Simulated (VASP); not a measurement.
Data:

```
CELL_PARAMETERS angstrom
      2.12364    -3.67824     0.00000
      2.12364     3.67824     0.00000
      0.00000     0.00000     6.89767
ATOMIC_POSITIONS crystal
  Cd 0.66667 0.33333 0.50000
  Cd 0.33333 0.66667 0.00000
  S  0.66667 0.33333 0.87700
  S  0.33333 0.66667 0.37700
```

All values below come from revPBE GGA, VASP's PBE PAW potentials (set 64) (plane waves; VASP 6.6.1). Numerical set-up: 520 eV cut-off, 7×7×4 Γ-centred mesh, tetrahedra with Blöchl corrections, potentials Cd S.

The cores are frozen, which limits the accuracy of field gradients.

Task: Give the principal components of the electric field gradient (V/Å²) and the asymmetry η at each nucleus.

Result: 
```
atom   Vxx   Vyy   Vzz     η
----  ----  ----  ----  ----
Cd1   -1.6  -1.6   3.3  0.00
Cd2   -1.6  -1.6   3.3  0.00
S3     0.3   0.3  -0.6  0.00
S4     0.3   0.3  -0.6  0.00
```

The compound is CdS in the wurtzite structure. It was relaxed first, which changed the volume by +8 %.
